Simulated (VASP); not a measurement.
Input:

```xyz
2
Lattice="1.7647 -3.0566 0.0000 1.7647 3.0566 0.0000 0.0000 0.0000 5.4275" Properties=species:S:1:pos:R:3 pbc="T T T"
Er     1.7647     1.0189     1.3569
Er     1.7647    -1.0189     4.0706
```

The numbers are results of MS2 meta-GGA, VASP's PBE PAW potentials (set 64) (plane waves; VASP), not measurements. Run with 520 eV cut-off, 13×13×8 Γ-centred mesh, tetrahedra with Blöchl corrections, potentials Er_3.

The 4f electrons are frozen in the core of the lanthanide potential, so 4f levels, which can set the real gap, and their magnetism are missing.

Question: Give the energies of bands 7 to 12 at the high-symmetry points, in eV from the Fermi level.

Answer: 
```json
[
 {"band": "7", "Γ": "-5.70", "M": "-2.14", "K": "-0.94", "A": "-3.92", "L": "-2.09", "H": "-0.60"},
 {"band": "8", "Γ": "-2.31", "M": "-1.50", "K": "-0.85", "A": "-3.92", "L": "-2.09", "H": "-0.60"},
 {"band": "9", "Γ": "1.32", "M": "-0.98", "K": "-0.85", "A": "1.21", "L": "0.13", "H": "-0.47"},
 {"band": "10", "Γ": "2.04", "M": "-0.12", "K": "-0.54", "A": "1.21", "L": "0.13", "H": "-0.47"},
 {"band": "11", "Γ": "2.04", "M": "1.64", "K": "1.37", "A": "1.91", "L": "1.69", "H": "0.57"},
 {"band": "12", "Γ": "2.61", "M": "1.84", "K": "1.37", "A": "1.91", "L": "1.69", "H": "0.57"}
]
```

It has no gap at this level: it comes out as a metal or semimetal.

The compound is Er in the hcp structure. It was relaxed first.
